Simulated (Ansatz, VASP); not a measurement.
# Cross-check of KMgF3 between VASP and Ansatz, part 2 of 2

Wanted: the spread between two codes on one cell, functional and k mesh. The structure shown is the end of the VASP relaxation below.

VASP 6.6.1 and Ansatz 0.2.0.

So far: The structure; VASP: relaxation, PBEsol.

## Step 3: Ansatz: single point, PBEsol

Level of this step: Ansatz beside VASP: Kohn-Sham DFT, plane waves, PBEsol (Ansatz).

Ansatz runs on its default PAW (the set named soft_2) files.

The same cell, functional, mesh and smearing now go to Ansatz, which takes its cutoff from its data sets.

File input.yaml:

```yaml
crystal:
  lattice:
    - [3.9859, 0.0, 0.0]
    - [0.0, 5.63691384, 0.0]
    - [0.0, 0.0, 24.86459922]
  atoms:
    - { symbol: F, position: [0.0, 0.75, 0.30163366] }
    - { symbol: F, position: [0.0, 0.25, 0.30163366] }
    - { symbol: F, position: [0.5, 0.5, 0.35830976] }
    - { symbol: F, position: [0.0, 0.25, 0.41498585] }
    - { symbol: F, position: [0.0, 0.75, 0.41498585] }
    - { symbol: F, position: [0.5, 0.0, 0.47166195] }
    - { symbol: F, position: [0.0, 0.75537729, 0.53483417] }
    - { symbol: F, position: [0.0, 0.24462271, 0.53483417] }
    - { symbol: F, position: [0.5, 0.5, 0.59321117] }
    - { symbol: F, position: [0.0, 0.26059851, 0.64969897] }
    - { symbol: F, position: [0.0, 0.73940149, 0.64969897] }
    - { symbol: F, position: [0.5, 0.0, 0.70786625] }
    - { symbol: K, position: [0.5, 0.0, 0.35830976] }
    - { symbol: K, position: [0.5, 0.5, 0.47166195] }
    - { symbol: K, position: [0.5, 0.0, 0.58043409] }
    - { symbol: K, position: [0.5, 0.5, 0.7028257] }
    - { symbol: Mg, position: [0.0, 0.5, 0.35830976] }
    - { symbol: Mg, position: [0.0, 0.0, 0.47166195] }
    - { symbol: Mg, position: [0.0, 0.5, 0.58732468] }
    - { symbol: Mg, position: [0.0, 0.0, 0.6982374] }
hamiltonian:
  xc: pbesol
  pseudopotentials: { kind: paw }
kpoints:
  mp_grid: { grid: [4, 3, 1] }
scf:
  occupations: { method: gaussian, width: 0.05 }
  n_extra_bands: 9
efield:
  axis: 3
  dipole_correction: true
  ramp_width: 0.04
output:
  forces: true
  eigenvalues: true
```

On the command line:

```console
$ ansatz run input.yaml --threads 8 --pin off --max-ram 18432MiB --backend cpu --events-out ev --progress --plain --runs-dir out
```

Numbers of over 12 decimals in the logs are rounded to 6 here.

The program printed:

```text
scf.n_extra_bands = 9 over 80 filled bands (N_el = 160.0): the run solves 89 bands
Engine: ansatz 0.2.0, aarch64-unknown-linux-gnu
Pseudopotentials: kind: paw
Pseudopotential: F, paw, valence charge 7, recommended cutoff 420 eV (normal), F.paw.azcp
Pseudopotential: K, paw, valence charge 9, recommended cutoff 420 eV (normal), K.paw.azcp
Pseudopotential: Mg, paw, valence charge 10, recommended cutoff 420 eV (normal), Mg.paw.azcp
Functional definition: PBEsol
  exchange = pbesol_x
  correlation = pbesol_c
Crystal: 20 atoms, lattice volume = 558.662 Å³
Basis set: ecut = 420 eV, 10981 PW (Γ), exchange–correlation on 54×80×360 points (8 copies of the dense FFT grid, shifted against one another)
Bands: 89, of which v1, the nominal top of the filled ones, is band 80 counted from 1 (79 counted from 0)
Symmetry: 4 space group operations
Space group: Pmm2 (ITA 25), of the structure as read, at distance tolerance 8.2e-5 Å
k-points: 6 of 12
Non-local potential: F, projectors of the file, l = 0: 2, l = 1: 2, l = 2: 1
Non-local potential: K, projectors of the file, l = 0: 3, l = 1: 2, l = 2: 2
Non-local potential: Mg, projectors of the file, l = 0: 3, l = 1: 2, l = 2: 1
PAW form: soft (Blöchl's): semilocal exchange-correlation on the pseudo side does not see the compensation charge
PAW frozen core: F, regenerated for the run's functional, and the local potential with it (the file was generated under x = pbe(κ = 0.804, μ = 0.219515), c = pbe(β = 0.066725))
PAW frozen core: K, regenerated for the run's functional, and the local potential with it (the file was generated under x = pbe(κ = 0.804, μ = 0.219515), c = pbe(β = 0.066725))
PAW frozen core: Mg, regenerated for the run's functional, and the local potential with it (the file was generated under x = pbe(κ = 0.804, μ = 0.219515), c = pbe(β = 0.066725))
PAW one-centre angular grid: F, 110 points (default); XC on 64 Gauss nodes
PAW one-centre angular grid: K, 110 points (default); XC on 64 Gauss nodes
PAW one-centre angular grid: Mg, 110 points (default); XC on 64 Gauss nodes
Initial density: superposition of atomic densities (neutral atoms: chi_scale 0, normalization atom), corrected by the library's trained network
Initial wavefunctions: pseudopotential atomic-orbital guess
Functional: x = pbesol(κ = 0.804, μ = 0.123457), c = pbesol(β = 0.046)
SCF iter   1: F=—  HF=-23342.764911 eV  |F-HF|=—  |Δ(HF+E_count)|=         —  Δρ=1.42e-2  dr2=7.46e0  ethr=1.77e-3  p=0.792 e·Å  D=2.56e-1 V/Å  ΔV_dip=-6.38 eV  dr2_dipole=6.24e0  V_vac-E_F(+/−)=3.60/9.98 eV  ⟨swp⟩=9.5  Hψ=2759  notcnv=0  defer=7
efield: sawtooth ramp at fractional position 0.9847 (placed from the atoms, in the widest stretch of the axis that holds none; the zero of the levels goes with the place), width 0.0400; the density the first Hamiltonian is built on has a dipole p = 0.792 e·Å; the dipole correction subtracts the counter field D = 2.56e-1 V/Å, which shifts the + side's vacuum level by -6.38 eV against the − side's; the planar-averaged density in the ramp window peaks in size at 4.1e-5 e/Å³
preconditioner: auto → LDOS  [insulator: Δε(μ)=0.173 eV  Ē_g=12.070 eV  σ=0.050 eV  W_gap=0.66  n_scr=108 (ndim 8)  ℏωp=16.2 eV  f_vac=0.503  D(μ)=5.88/eV (n_scr^D=24)  ε∞_Penn≈2.8  β→1.0]
SCF iter   2: F=—  HF=-23345.759689 eV  |F-HF|=—  |Δ(HF+E_count)|=    2.99e0  Δρ=7.34e-2  dr2=1.76e2  ethr=1.77e-3  p=1.218 e·Å  D=3.94e-1 V/Å  ΔV_dip=-9.81 eV  dr2_dipole=1.49e2  V_vac-E_F(+/−)=0.71/10.52 eV  ⟨swp⟩=3.0  Hψ=922  notcnv=0  defer=17  recentre
SCF iter   3: F=—  HF=-23342.600543 eV  |F-HF|=—  |Δ(HF+E_count)|=    3.16e0  Δρ=8.09e-3  dr2=5.93e-1  ethr=1.77e-3  p=0.823 e·Å  D=2.67e-1 V/Å  ΔV_dip=-6.63 eV  dr2_dipole=4.72e-1  V_vac-E_F(+/−)=3.40/10.03 eV  ⟨swp⟩=2.3  Hψ=891  notcnv=0  defer=17
SCF iter   4: F=—  HF=-23342.551139 eV  |F-HF|=—  |Δ(HF+E_count)|=   4.94e-2  Δρ=7.04e-3  dr2=1.07e-1  ethr=3.70e-4  p=0.864 e·Å  D=2.80e-1 V/Å  ΔV_dip=-6.96 eV  dr2_dipole=4.97e-2  V_vac-E_F(+/−)=3.35/10.31 eV  ⟨swp⟩=2.2  Hψ=674  notcnv=0  defer=20
SCF iter   5: F=—  HF=-23342.552376 eV  |F-HF|=—  |Δ(HF+E_count)|=   1.24e-3  Δρ=4.46e-3  dr2=3.90e-1  ethr=6.72e-5  p=0.900 e·Å  D=2.92e-1 V/Å  ΔV_dip=-7.25 eV  dr2_dipole=2.84e-1  V_vac-E_F(+/−)=3.20/10.45 eV  ⟨swp⟩=2.0  Hψ=588  notcnv=0  defer=20  recentre
SCF iter   6: F=—  HF=-23342.544747 eV  |F-HF|=—  |Δ(HF+E_count)|=   7.63e-3  Δρ=4.42e-3  dr2=3.18e-1  ethr=6.72e-5  p=0.900 e·Å  D=2.91e-1 V/Å  ΔV_dip=-7.25 eV  dr2_dipole=2.34e-1  V_vac-E_F(+/−)=3.19/10.44 eV  ⟨swp⟩=2.0  Hψ=564  notcnv=0  defer=20
SCF iter   7: F=—  HF=-23342.537949 eV  |F-HF|=—  |Δ(HF+E_count)|=   6.80e-3  Δρ=3.39e-3  dr2=1.90e-1  ethr=6.72e-5  p=0.904 e·Å  D=2.93e-1 V/Å  ΔV_dip=-7.28 eV  dr2_dipole=1.46e-1  V_vac-E_F(+/−)=3.17/10.45 eV  ⟨swp⟩=1.8  Hψ=638  notcnv=0  defer=20
SCF iter   8: F=—  HF=-23342.534153 eV  |F-HF|=—  |Δ(HF+E_count)|=   3.80e-3  Δρ=2.53e-3  dr2=1.18e-1  ethr=6.72e-5  p=0.904 e·Å  D=2.93e-1 V/Å  ΔV_dip=-7.28 eV  dr2_dipole=9.23e-2  V_vac-E_F(+/−)=3.17/10.45 eV  ⟨swp⟩=1.3  Hψ=516  notcnv=0  defer=20
SCF iter   9: F=—  HF=-23342.530594 eV  |F-HF|=—  |Δ(HF+E_count)|=   3.56e-3  Δρ=1.30e-3  dr2=5.01e-2  ethr=6.72e-5  p=0.896 e·Å  D=2.90e-1 V/Å  ΔV_dip=-7.22 eV  dr2_dipole=3.83e-2  V_vac-E_F(+/−)=3.23/10.45 eV  ⟨swp⟩=1.8  Hψ=530  notcnv=0  defer=20
SCF iter  10: F=—  HF=-23342.531072 eV  |F-HF|=—  |Δ(HF+E_count)|=   4.78e-4  Δρ=1.90e-3  dr2=1.29e-1  ethr=3.13e-5  p=0.893 e·Å  D=2.89e-1 V/Å  ΔV_dip=-7.19 eV  dr2_dipole=1.07e-1  V_vac-E_F(+/−)=3.24/10.43 eV  ⟨swp⟩=1.3  Hψ=516  notcnv=0  defer=20  recentre
SCF iter  11: F=—  HF=-23342.531278 eV  |F-HF|=—  |Δ(HF+E_count)|=   2.06e-4  Δρ=1.55e-3  dr2=3.32e-2  ethr=3.13e-5  p=0.899 e·Å  D=2.91e-1 V/Å  ΔV_dip=-7.24 eV  dr2_dipole=2.47e-2  V_vac-E_F(+/−)=3.21/10.44 eV  ⟨swp⟩=1.2  Hψ=515  notcnv=0  defer=20
SCF iter  12: F=—  HF=-23342.530314 eV  |F-HF|=—  |Δ(HF+E_count)|=   9.64e-4  Δρ=7.88e-4  dr2=1.48e-2  ethr=2.07e-5  p=0.898 e·Å  D=2.91e-1 V/Å  ΔV_dip=-7.23 eV  dr2_dipole=1.16e-2  V_vac-E_F(+/−)=3.21/10.44 eV  ⟨swp⟩=1.2  Hψ=603  notcnv=0  defer=20
SCF iter  13: F=—  HF=-23342.530244 eV  |F-HF|=—  |Δ(HF+E_count)|=   7.01e-5  Δρ=6.22e-4  dr2=9.23e-3  ethr=9.23e-6  p=0.897 e·Å  D=2.91e-1 V/Å  ΔV_dip=-7.23 eV  dr2_dipole=7.21e-3  V_vac-E_F(+/−)=3.21/10.44 eV  ⟨swp⟩=1.2  Hψ=538  notcnv=0  defer=20
SCF iter  14: F=—  HF=-23342.530122 eV  |F-HF|=—  |Δ(HF+E_count)|=   1.22e-4  Δρ=1.65e-4  dr2=2.85e-4  ethr=5.77e-6  p=0.896 e·Å  D=2.90e-1 V/Å  ΔV_dip=-7.22 eV  dr2_dipole=2.23e-4  V_vac-E_F(+/−)=3.21/10.43 eV  ⟨swp⟩=1.5  Hψ=518  notcnv=0  defer=20
SCF iter  15: F=—  HF=-23342.530124 eV  |F-HF|=—  |Δ(HF+E_count)|=   2.33e-6  Δρ=1.03e-4  dr2=9.35e-5  ethr=1.78e-7  p=0.897 e·Å  D=2.91e-1 V/Å  ΔV_dip=-7.22 eV  dr2_dipole=6.34e-5  V_vac-E_F(+/−)=3.21/10.43 eV  ⟨swp⟩=2.0  Hψ=662  notcnv=0  defer=20
SCF iter  16: F=—  HF=-23342.530004 eV  |F-HF|=—  |Δ(HF+E_count)|=   1.20e-4  Δρ=3.66e-5  dr2=7.18e-6  ethr=5.84e-8  p=0.897 e·Å  D=2.90e-1 V/Å  ΔV_dip=-7.22 eV  dr2_dipole=4.56e-6  V_vac-E_F(+/−)=3.21/10.43 eV  ⟨swp⟩=2.3  Hψ=917  notcnv=0  defer=20
SCF iter  17: F=—  HF=-23342.530005 eV  |F-HF|=—  |Δ(HF+E_count)|=   8.58e-7  Δρ=1.14e-5  dr2=5.78e-7  ethr=4.49e-9  p=0.897 e·Å  D=2.90e-1 V/Å  ΔV_dip=-7.22 eV  dr2_dipole=2.74e-7  V_vac-E_F(+/−)=3.21/10.43 eV  ⟨swp⟩=2.0  Hψ=681  notcnv=0  defer=20
SCF iter  18: F=—  HF=-23342.530005 eV  |F-HF|=—  |Δ(HF+E_count)|=   4.69e-7  Δρ=6.85e-6  dr2=3.12e-7  ethr=3.62e-10  p=0.897 e·Å  D=2.91e-1 V/Å  ΔV_dip=-7.22 eV  dr2_dipole=1.35e-7  V_vac-E_F(+/−)=3.21/10.43 eV  ⟨swp⟩=2.0  Hψ=802  notcnv=0  defer=20
SCF iter  19: F=—  HF=-23342.530006 eV  |F-HF|=—  |Δ(HF+E_count)|=   6.95e-8  Δρ=5.50e-6  dr2=2.56e-7  ethr=1.95e-10  p=0.897 e·Å  D=2.91e-1 V/Å  ΔV_dip=-7.22 eV  dr2_dipole=1.46e-7  V_vac-E_F(+/−)=3.21/10.43 eV  ⟨swp⟩=1.8  Hψ=567  notcnv=0  defer=20
SCF iter  20: F=-23342.530006 eV  HF=-23342.530006 eV  |F-HF|=2.09e-8  |Δ(HF+E_count)|=   1.43e-7  Δρ=1.95e-6  dr2=1.97e-8  ethr=6.25e-11  p=0.897 e·Å  D=2.91e-1 V/Å  ΔV_dip=-7.22 eV  dr2_dipole=1.49e-9  V_vac-E_F(+/−)=3.21/10.43 eV  ⟨swp⟩=13.2  Hψ=2659  notcnv=0
SCF 1 converged in 20 iterations: F = -23342.530006 eV  dr2 = 1.97e-8
  greatest PAW one-centre occupation: 1.000 electrons in one spin orbital (limit 2), on the Mg atom at site 16 (counted from 0), in its partial waves of l = 0
SCF converged after 20 iterations
Free energy (F): -23342.530006 eV
Harris-Foulkes:  -23342.530006 eV  (|F-HF|=2.09e-8)
Internal energy: -23342.518183 eV  (E = F + TS)
E sigma→0 (E₀):  -23342.524094 eV
Entropy (-TS):   -0.011822 eV (-0.591 meV/atom)
Fermi energy:    -0.795702 eV
Dipole field:    D = 0.290473 V/Å  (p = 0.896794 e·Å, saw-weighted, corrected)
Work function:   Φ+ = 3.2114 eV   Φ− = 10.4341 eV
Levels:          The Fermi level and band energies are counted from a zero that moves with the ramp; work functions are not
--- Per-component energies (eV) ---
  E_band       = -3136.491715
  E_kinetic    = 3803.617129
  E_local      = -140641.750474  (includes V_loc(G=0)·N_el)
  E_nonlocal   = 1322.707817
  E_hartree    = 67712.627482
  E_xc         = -1598.022372
  E_vxc        = -2028.053817  (∫ρ·V_xc dr)
  E_paw        = -6494.685816  (= ΣΔE_a)
  E_vpaw       = -1011.706021  (= ΣTr[D̂ρ^β])
  E_aug_tail   = 0.024383  (compensation charges beyond the density's cutoff)
  E_efield     = 0.130247  (sawtooth field / dipole correction)
  E_vefield    = -6.585767  (∫n·V_field dr)
  E_ewald      = 52551.657119
  E_core_change = 1.176301  (= ΣΔE_core)
  E_smearing   = -0.011822  (= −TS)
  E_closure    = -0.000000  (closes the sum)
  Σ components = -23342.530006   (vs F -23342.530006, Δ=0.00e0)
--- Forces (eV/Å), atoms counted from 1 ---
  atom   1  F     -0.00000000    -0.02554324     0.66133091
  atom   2  F     -0.00000000     0.02554324     0.66133091
  atom   3  F     -0.00000000     0.00000000     1.12189617
  atom   4  F     -0.00000000    -0.21891447     1.26893098
  atom   5  F     -0.00000000     0.21891447     1.26893098
  atom   6  F     -0.00000000     0.00000000     0.83588562
  atom   7  F     -0.00000000     0.05925913     0.01042046
  atom   8  F      0.00000000    -0.05925913     0.01042046
  atom   9  F     -0.00000000    -0.00000000     0.03297008
  atom  10  F     -0.00000000     0.01262926     0.03181127
  atom  11  F     -0.00000000    -0.01262926     0.03181127
  atom  12  F     -0.00000000     0.00000000     0.02711386
  atom  13  K      0.00000000     0.00000000    -1.42281493
  atom  14  K      0.00000000     0.00000000    -0.94579660
  atom  15  K      0.00000000    -0.00000000    -0.10226716
  atom  16  K      0.00000000     0.00000000    -0.11393681
  atom  17  Mg     0.00000000     0.00000000    -2.04703900
  atom  18  Mg     0.00000000    -0.00000000    -1.36069210
  atom  19  Mg     0.00000000     0.00000000    -0.01012602
  atom  20  Mg    -0.00000000     0.00000000     0.03972672
  max |Σ_I F_I| component: 9.29e-5 eV/Å
--- Band table (eV; the first three rows and the last of 6) ---
  k-point 0: bands = [... 76 lower, -1.3904, -1.0736, -0.9729, -0.8919, -0.7264, 1.4538, 2.3669, 2.5666, ... 5 higher]
  k-point 1: bands = [... 76 lower, -1.2171, -1.0419, -0.9672, -0.8978, -0.8833, 0.6711, 2.0720, 2.9490, ... 5 higher]
  k-point 2: bands = [... 76 lower, -1.1591, -1.0325, -0.8393, -0.8093, -0.7360, 2.1296, 2.4697, 2.7945, ... 5 higher]
  k-point 5: bands = [... 76 lower, -1.1921, -1.0511, -0.9785, -0.8757, 0.4492, 1.5228, 2.6093, 3.8164, ... 5 higher]
```

Wall time 13 s (8 threads of Arm Neoverse N1, shared host); peak memory 1.5 GiB; 94 s of CPU time.

Reading the cycles: dr2 is the Hartree energy of the density residual (eV), the measure of convergence; HF is the Harris–Foulkes estimate of the energy, which meets the free energy F at convergence.

## Step 4: Comparison

Known differences besides the potentials themselves: the data sets hold 160 valence electrons in Ansatz (default PAW (the set named soft_2) files) and 120 in VASP; the cutoff is 420 eV in Ansatz and 400 eV in VASP (PREC = Normal, projectors in real space); Ansatz makes its cores anew for this functional, VASP keeps those of its PBE data sets; VASP leaves aspherical gradient terms in its spheres out (LASPH is not set), Ansatz keeps them. Total energies have different zeros and are not compared.

Forces on 9 of the 20 atoms, those with the largest forces and the largest differences (eV/Å; atoms numbered as in POSCAR):

```
atom        Ansatz x, y, z          VASP x, y, z
  F3   0.000, 0.000, 1.122   0.000, 0.000, 1.094
  F4  0.000, -0.219, 1.269  0.000, -0.205, 1.254
  F5   0.000, 0.219, 1.269   0.000, 0.205, 1.254
 K13  0.000, 0.000, -1.423  0.000, 0.000, -1.477
 K14  0.000, 0.000, -0.946  0.000, 0.000, -0.913
 K15  0.000, 0.000, -0.102   0.000, 0.000, 0.000
 K16  0.000, 0.000, -0.114  0.000, 0.000, -0.005
Mg17  0.000, 0.000, -2.047  0.000, 0.000, -2.044
Mg18  0.000, 0.000, -1.361  0.000, 0.000, -1.356
```

The forces differ by 27 meV/Å r.m.s., which is 5.3 % of the r.m.s. force of 0.50 eV/Å (both taken over all components, held atoms included).

## Step 5: What the set-up changes

Further runs change the set-up of one program: Ansatz's method, potentials or start, or VASP's data sets, cutoff or form of LDA. The table gives Ansatz less VASP for each quantity, since a change that brings one quantity closer may part another.

```
                 run  r.m.s. force difference (meV/Å)
            as above                               27
cores kept as stored                               27
```

## Step 6: Outcome

- r.m.s. force difference (single point, PBEsol): 5.3 % of the r.m.s. force

What this shows: The r.m.s. force difference is 5.3 % of the r.m.s. force (single point, PBEsol), beyond the 3 % picked in this series as the mark of a large difference. For single point, PBEsol, no further run moves any of the tabulated differences by more than a quarter of its size. 2 further runs of this series are not shown here. Such differences can come from data sets, numerical settings and the points named under the comparisons, not from the functional's error against experiment.

[Lines on the potential files, build, host, timing and source positions are cut from VASP's logs without a mark.]

[Logs are printed without paths, hosts, clocks, repeated set-up lines and the standing remarks that a program may print on its own settings, such as how far it seeks lower states.]

[Hosts, paths, dates, database ids (printed as entryN), source tags and the programs' standing remarks are cut or masked in the printed files.]
